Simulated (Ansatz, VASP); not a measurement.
# Mg3SiCO3: VASP beside Ansatz, part 2 of 2

Wanted: the spread between two codes on one cell, functional and k mesh. The cell is generated by rule, not measured, and may not be a known phase. Of the first pair: The two relaxations start from unlike cells of this crystal (the structure described is Ansatz's start), so only their ends are compared.

VASP 6.6.1 and Ansatz 0.2.0.

So far: The starting structure; VASP: relaxation of cell and atoms, PBEsol, pair 1; Ansatz: relaxation of cell and atoms, PBEsol, pair 1.

**4. Side by side**

Known differences besides the potentials themselves: the data sets hold 56 valence electrons in Ansatz (on its default PAW (the set named soft_2) files) and 32 in VASP; the cutoff is 420 eV in Ansatz and 600 eV in VASP; Ansatz makes its cores anew for this functional, VASP keeps those of its PBE data sets; Ansatz adds a Pulay correction to the stress that steers its cell, VASP none. Total energies have different zeros and are not compared.

Both answers:

```
                                         quantity  Ansatz    VASP  difference
                                      volume (Å³)   98.01   98.23     -0.23 %
edge a after relaxation, in the typed setting (Å)   3.312   3.314     -0.07 %
edge c after relaxation, in the typed setting (Å)  10.320  10.329     -0.09 %
```

**5. Ansatz: relaxation of cell and atoms, PBEsol, pair 2**

The relaxed volume is the usual yardstick between codes: in a stiff, nearly cubic crystal its relative difference is about their pressure difference at one cell divided by the bulk modulus. Its start cell is another than that of the pair before, and may be another structure of the material.

The cell is taken from a series of runs on this material, whose earlier steps may have relaxed, scaled, displaced or heated it; both programs get it as it stands.

The input, input.yaml:

```yaml
crystal:
  lattice:
    - [3.3115488214, 0.0, 0.0]
    - [-1.6557744107, 2.8678854052, 0.0]
    - [0.0, 0.0, 10.3200522809]
  atoms:
    - { symbol: C, position: [0.3333333333, 0.6666666667, 0.1757592126] }
    - { symbol: Mg, position: [0.6666666667, 0.3333333333, 0.2550945973] }
    - { symbol: Mg, position: [0.3333333333, 0.6666666667, 0.4955142138] }
    - { symbol: Mg, position: [0.6666666667, 0.3333333333, 0.734753402] }
    - { symbol: O, position: [0.6666666667, 0.3333333333, 0.4510621018] }
    - { symbol: O, position: [0.3333333333, 0.6666666667, 0.6900841048] }
    - { symbol: O, position: [0.6666666667, 0.3333333333, 0.93659183] }
    - { symbol: Si, position: [0.3333333333, 0.6666666667, 0.0111405376] }
kpoints:
  mp_grid: { grid: [12, 12, 4] }
hamiltonian:
  xc: pbesol
scf:
  occupations: { method: gaussian, width: 0.1 }
output:
  forces: true
  stress: true
  eigenvalues: true
  write_density: true
  write_potential: true
  elf: true
  volumetric_format: npy
relax:
  adjacent_minimum: "off"
  f_tol: 0.005
  max_steps: 80
  cell: { stress_tol: 0.05 }
```

Launch:

```
$ ansatz run input.yaml --threads 4 --pin off --max-ram 14336MiB --backend cpu --events-out ev --progress --plain --runs-dir out
```

Numbers of over 12 decimals in the logs are rounded to 6 here.

What it wrote:

```text
[...]
Crystal: 8 atoms, lattice volume = 98.011 Å³
Basis set: ecut = 420 eV, 1967 PW (Γ), exchange–correlation on 48×48×144 points (8 copies of the dense FFT grid, shifted against one another)
Bands: 36, of which v1, the nominal top of the filled ones, is band 28 counted from 1 (27 counted from 0)
Symmetry: 6 space group operations
[...]
k-points: 69 of 576 (time reversal used)
[...]
atoms:
    - { symbol: C, position: [0.333333, 0.666667, 0.175719] }
    - { symbol: Mg, position: [0.666667, 0.333333, 0.255008] }
    - { symbol: Mg, position: [0.333333, 0.666667, 0.495312] }
    - { symbol: Mg, position: [0.666667, 0.333333, 0.734786] }
    - { symbol: O, position: [0.666667, 0.333333, 0.450883] }
    - { symbol: O, position: [0.333333, 0.666667, 0.690057] }
    - { symbol: O, position: [0.666667, 0.333333, 0.936932] }
    - { symbol: Si, position: [0.333333, 0.666667, 0.011303] }
[key lines of the parts left out:]
SCF converged after 11 iterations
Free energy (F): -8290.350852 eV
Fermi energy:    7.753295 eV
P = ⅓ Tr σ = 0.0186 GPa (0.186 kbar)
```

**6. VASP: relaxation of cell and atoms, PBEsol, pair 2**

The same cell, functional, mesh and smearing now go to VASP, with its own data sets.

The input, INCAR:

```
SYSTEM = Mg3SiCO3
PREC = Accurate
ENCUT = 600
EDIFF = 1E-07
NELM = 120
ISMEAR = 0
SIGMA = 0.1
LREAL = .FALSE.
ALGO = Normal
GGA = PS
NBANDS = 24
LORBIT = 11
LWAVE = .FALSE.
LCHARG = .FALSE.
ISIF = 3
IBRION = 2
NSW = 80
EDIFFG = -0.005
LASPH = .TRUE.
GGA_COMPAT = .FALSE.
NELMIN = 4
KPAR = 2
```

The input, POSCAR:

```
Mg3SiCO3
1.0
    3.3115490000      0.0000000000      0.0000000000
   -1.6557740000      2.8678850000      0.0000000000
    0.0000000000      0.0000000000     10.3200520000
C Mg O Si
1 3 3 1
Direct
    0.3333333489      0.6666668991      0.1757591919
    0.6666665235      0.3333334496      0.2550946449
    0.3333333489      0.6666668991      0.4955142668
    0.6666665235      0.3333334496      0.7347534683
    0.6666665235      0.3333334496      0.4510620683
    0.3333333489      0.6666668991      0.6900841197
    0.6666665235      0.3333334496      0.9365918893
    0.3333333489      0.6666668991      0.0111405446
```

The input, KPOINTS:

```
Automatic mesh
0
Gamma
12 12 4
0 0 0
```

PAW data sets: C, Mg, O and Si (PBE family, release 64).

Launch:

```
$ mpirun -np 2 vasp_std
```

What it wrote:

```text
[banner, memory and clock lines left out]
running    2 mpi-ranks, on    1 nodes
[...]
[... a notice as in an earlier step ...]

 LDA part: xc-table for (Slater+PW92), standard interpolation
 POSCAR, INCAR and KPOINTS ok, starting setup
[...]
entering main loop
       N       E                     dE             d eps       ncg     rms          rms(c)
DAV:   1     0.152881593967E+03    0.15288E+03   -0.16017E+04  3312   0.132E+03
DAV:   2    -0.437037156616E+02   -0.19659E+03   -0.18495E+03  4408   0.249E+02
DAV:   3    -0.568509436034E+02   -0.13147E+02   -0.13057E+02  4336   0.674E+01
DAV:   4    -0.569777194760E+02   -0.12678E+00   -0.12675E+00  3720   0.759E+00
[...]
DAV:  15    -0.474481141012E+02    0.45611E-06   -0.32890E-06  4392   0.131E-02    0.284E-03
DAV:  16    -0.474481139059E+02    0.19532E-06   -0.69797E-07  4528   0.857E-03    0.168E-03
DAV:  17    -0.474481138087E+02    0.97238E-07   -0.23952E-07  4184   0.400E-03
   1 F= -.47448114E+02 E0= -.47442678E+02  d E =-.474481E+02
[... from here on, the cycles between the ionic steps are left out ...]
   2 F= -.47448098E+02 E0= -.47442812E+02  d E =0.154414E-04
   3 F= -.47448366E+02 E0= -.47442998E+02  d E =-.251838E-03
   4 F= -.47448387E+02 E0= -.47442999E+02  d E =-.213685E-04
   5 F= -.47448426E+02 E0= -.47443047E+02  d E =-.600196E-04
   6 F= -.47448428E+02 E0= -.47443054E+02  d E =-.225889E-05
 trial-energy change:   -0.000002  1 .order   -0.000002   -0.000003   -0.000001
 step:   1.3948(harm=  1.3948)  dis= 0.00041  next Energy=   -47.448428 (dE=-0.258E-05)
 reached required accuracy - stopping structural energy minimisation
```

Parts of OUTCAR (step 6):

```text
  Total       -0.0015762     -0.0015762     -0.0065946     -0.0000000     -0.0000000      0.0000000
  in kB       -0.0257033     -0.0257032     -0.1075368     -0.0000000     -0.0000000      0.0000000
  external PRESSURE =      -0.0529811 kB  Pullay stress =       0.0000000 kB

 POSITION                                       TOTAL-FORCE (eV/Angst)
 -----------------------------------------------------------------------------------
      0.00000      1.91364      1.81546        -0.000000      0.000000      0.000013
      1.65726      0.95682      2.63612        -0.000000     -0.000000      0.002353
      0.00000      1.91364      5.11675        -0.000000     -0.000000     -0.000885
      1.65726      0.95682      7.58773        -0.000000     -0.000000     -0.000264
      1.65726      0.95682      4.65772        -0.000000      0.000000      0.001301
      0.00000      1.91364      7.12662        -0.000000      0.000000     -0.001561
      1.65726      0.95682      9.67215         0.000000     -0.000000     -0.000017
      0.00000      1.91364      0.11372        -0.000000     -0.000000     -0.000939
 -----------------------------------------------------------------------------------
    total drift:                                0.002179     -0.001887     -0.001284

  FREE ENERGIE OF THE ION-ELECTRON SYSTEM (eV)
  ---------------------------------------------------
  free  energy   TOTEN  =       -47.4484279255 eV

  energy  without entropy=      -47.4376807557  energy(sigma->0) =      -47.44305434

[... 1 part as in an earlier step ...]

[... 3 further parts left out ...]
[key lines of the parts left out:]
E-fermi :   4.6649
```

**7. Side by side**

What differs besides the data sets and the points named for the pairs above, as far as they apply: the data sets hold 56 valence electrons in Ansatz (on its default PAW (the set named soft_2) files) and 32 in VASP. Total energies have different zeros and are not compared.

Compared:

```
                                         quantity  Ansatz    VASP  difference
                                      volume (Å³)   98.38   98.25     +0.13 %
edge a after relaxation, in the typed setting (Å)   3.316   3.314     +0.04 %
edge c after relaxation, in the typed setting (Å)  10.333  10.327     +0.06 %
```

**8. Ansatz: relaxation of cell and atoms, PBEsol, pair 3**

The relaxed volume is the usual yardstick between codes: in a stiff, nearly cubic crystal its relative difference is about their pressure difference at one cell divided by the bulk modulus.

The cell is taken from a series of runs on this material, whose earlier steps may have relaxed, scaled, displaced or heated it; both programs get it as it stands.

The input, input.yaml:

```yaml
crystal:
  lattice:
    - [3.3156766928, 0.0, 0.0]
    - [-1.6578383464, 2.8714602467, 0.0]
    - [0.0, 0.0, 10.3334489761]
  atoms:
    - { symbol: C, position: [0.3333333333, 0.6666666667, 0.175719205] }
    - { symbol: Mg, position: [0.6666666667, 0.3333333333, 0.2550080638] }
    - { symbol: Mg, position: [0.3333333333, 0.6666666667, 0.4953120933] }
    - { symbol: Mg, position: [0.6666666667, 0.3333333333, 0.7347855535] }
    - { symbol: O, position: [0.6666666667, 0.3333333333, 0.4508826834] }
    - { symbol: O, position: [0.3333333333, 0.6666666667, 0.6900569372] }
    - { symbol: O, position: [0.6666666667, 0.3333333333, 0.9369323863] }
    - { symbol: Si, position: [0.3333333333, 0.6666666667, 0.0113030774] }
kpoints:
  mp_grid: { grid: [12, 12, 4] }
hamiltonian:
  xc: pbesol
scf:
  occupations: { method: methfessel_paxton, width: 0.2 }
output:
  forces: true
  stress: true
  eigenvalues: true
relax:
  adjacent_minimum: "off"
  f_tol: 0.001
  max_steps: 60
  cell: { stress_tol: 0.01 }
```

Launch:

```
$ ansatz run input.yaml --threads 4 --pin off --max-ram 14336MiB --backend cpu --events-out ev --progress --plain --runs-dir out
```

What it wrote:

```text
[...]
Crystal: 8 atoms, lattice volume = 98.383 Å³
Basis set: ecut = 420 eV, 1967 PW (Γ), exchange–correlation on 48×48×144 points (8 copies of the dense FFT grid, shifted against one another)
Bands: 36, of which v1, the nominal top of the filled ones, is band 28 counted from 1 (27 counted from 0)
Symmetry: 6 space group operations
[...]
k-points: 69 of 576 (time reversal used)
[...]
atoms:
    - { symbol: C, position: [0.333333, 0.666667, 0.175713] }
    - { symbol: Mg, position: [0.666667, 0.333333, 0.254995] }
    - { symbol: Mg, position: [0.333333, 0.666667, 0.495322] }
    - { symbol: Mg, position: [0.666667, 0.333333, 0.734813] }
    - { symbol: O, position: [0.666667, 0.333333, 0.450823] }
    - { symbol: O, position: [0.333333, 0.666667, 0.690026] }
    - { symbol: O, position: [0.666667, 0.333333, 0.936908] }
    - { symbol: Si, position: [0.333333, 0.666667, 0.011400] }
[key lines of the parts left out:]
SCF converged after 9 iterations
Free energy (F): -8290.347541 eV
Fermi energy:    7.747001 eV
P = ⅓ Tr σ = 0.0002 GPa (0.002 kbar)
```

**9. VASP: relaxation of cell and atoms, PBEsol, pair 3**

The same cell, functional, mesh and smearing now go to VASP, with its own data sets.

INCAR, as its differences from that of step 6:

```diff
@@ -5,4 +5,4 @@
 NELM = 120
-ISMEAR = 0
-SIGMA = 0.1
+ISMEAR = 1
+SIGMA = 0.2
 LREAL = .FALSE.
```

The input, POSCAR:

```
Mg3SiCO3
1.0
    3.3156770000      0.0000000000      0.0000000000
   -1.6578380000      2.8714600000      0.0000000000
    0.0000000000      0.0000000000     10.3334490000
C Mg O Si
1 3 3 1
Direct
    0.3333332908      0.6666667828      0.1757191621
    0.6666664076      0.3333332172      0.2550080810
    0.3333332908      0.6666667828      0.4953120686
    0.6666664076      0.3333332172      0.7347855493
    0.6666664076      0.3333332172      0.4508826627
    0.3333332908      0.6666667828      0.6900569210
    0.6666664076      0.3333332172      0.9369323834
    0.3333332908      0.6666667828      0.0113030993
```

KPOINTS is that of step 6.

Launch:

```
$ mpirun -np 2 vasp_std
```

What it wrote:

```text
[... set-up lines as in an earlier step ...]
 entering main loop
       N       E                     dE             d eps       ncg     rms          rms(c)
DAV:   1     0.152286738193E+03    0.15229E+03   -0.16004E+04  3312   0.132E+03
DAV:   2    -0.437673911242E+02   -0.19605E+03   -0.18477E+03  4384   0.250E+02
DAV:   3    -0.568304910510E+02   -0.13063E+02   -0.12980E+02  4344   0.673E+01
DAV:   4    -0.569566818514E+02   -0.12619E+00   -0.12616E+00  3744   0.755E+00
[...]
DAV:  15    -0.474453321711E+02    0.32425E-06   -0.25361E-06  4392   0.114E-02    0.222E-03
DAV:  16    -0.474453319900E+02    0.18112E-06   -0.47449E-07  4616   0.724E-03    0.141E-03
DAV:  17    -0.474453319224E+02    0.67574E-07   -0.24938E-07  4368   0.357E-03
   1 F= -.47445332E+02 E0= -.47445532E+02  d E =-.474453E+02
[... from here on, the cycles between the ionic steps are left out ...]
   2 F= -.47445277E+02 E0= -.47445662E+02  d E =0.553338E-04
   3 F= -.47445468E+02 E0= -.47445753E+02  d E =-.136465E-03
   4 F= -.47445549E+02 E0= -.47445782E+02  d E =-.810963E-04
   5 F= -.47445550E+02 E0= -.47445787E+02  d E =-.817226E-04
   6 F= -.47445569E+02 E0= -.47445806E+02  d E =-.189694E-04
   7 F= -.47445571E+02 E0= -.47445808E+02  d E =-.213781E-04
   8 F= -.47445577E+02 E0= -.47445810E+02  d E =-.580807E-05
   9 F= -.47445579E+02 E0= -.47445807E+02  d E =-.763471E-05
  10 F= -.47445581E+02 E0= -.47445818E+02  d E =-.226431E-05
 trial-energy change:   -0.000002  1 .order   -0.000002   -0.000005   -0.000000
 step:   0.4517(harm=  0.4517)  dis= 0.00033  next Energy=   -47.445582 (dE=-0.246E-05)
 reached required accuracy - stopping structural energy minimisation
```

From OUTCAR (step 9):

```text
  Total       -0.0006163     -0.0006163     -0.0086082     -0.0000000      0.0000000      0.0000000
  in kB       -0.0100504     -0.0100504     -0.1403880     -0.0000000      0.0000000      0.0000000
  external PRESSURE =      -0.0534963 kB  Pullay stress =       0.0000000 kB

 POSITION                                       TOTAL-FORCE (eV/Angst)
 -----------------------------------------------------------------------------------
     -0.00000      1.91351      1.81610         0.000000     -0.000000      0.000387
      1.65715      0.95676      2.63620         0.000000     -0.000000     -0.000337
     -0.00000      1.91351      5.11641         0.000000     -0.000000     -0.001118
      1.65715      0.95676      7.58712         0.000000     -0.000000     -0.001093
      1.65715      0.95676      4.65782         0.000000     -0.000000      0.000249
     -0.00000      1.91351      7.12612        -0.000000      0.000000      0.002146
      1.65715      0.95676      9.67166        -0.000000     -0.000000      0.000539
     -0.00000      1.91351      0.11501         0.000000     -0.000000     -0.000774
 -----------------------------------------------------------------------------------
    total drift:                                0.002176      0.000285     -0.001265

  FREE ENERGIE OF THE ION-ELECTRON SYSTEM (eV)
  ---------------------------------------------------
  free  energy   TOTEN  =       -47.4455813869 eV

  energy  without entropy=      -47.4462917260  energy(sigma->0) =      -47.44581817

[... 2 parts as in an earlier step ...]

[... 2 further parts left out ...]
[key lines of the parts left out:]
E-fermi :   4.6601
```

**10. Differences**

What differs besides the data sets and the points named for the pairs above, as far as they apply: the data sets hold 56 valence electrons in Ansatz (on its default PAW (the set named soft_2) files) and 32 in VASP. Total energies have different zeros and are not compared.

The two programs side by side:

```
                                         quantity  Ansatz    VASP  difference
                                      volume (Å³)   98.39   98.24     +0.16 %
edge a after relaxation, in the typed setting (Å)   3.315   3.314     +0.03 %
edge c after relaxation, in the typed setting (Å)  10.338  10.327     +0.10 %
```

**11. Results**

| Item | Value |
| --- | --- |
| difference in volume (relaxation of cell and atoms, PBEsol, pair 1) | -0.23 % |
| difference in volume (relaxation of cell and atoms, PBEsol, pair 2) | 0.13 % |
| difference in volume (relaxation of cell and atoms, PBEsol, pair 3) | 0.16 % |

What this shows: The difference in volume is -0.23 % (relaxation of cell and atoms, PBEsol, pair 1), within the 1.2 % picked in this series as the mark of a large difference, as far as the stopping tolerances let one tell. The data sets hold unlike numbers of valence electrons (56 in Ansatz and 32 in VASP), so part of the differences comes from the potentials. How closely two codes agree says nothing of how well the functional describes the real material.

[Lines on the potential files, build, host, timing and source positions are cut from VASP's logs without a mark.]

[Logs are printed without paths, hosts, clocks, repeated set-up lines and the standing remarks that a program may print on its own settings, such as how far it seeks lower states.]

[Hosts, paths, dates, database ids (printed as entryN), source tags and the programs' standing remarks are cut or masked in the printed files.]
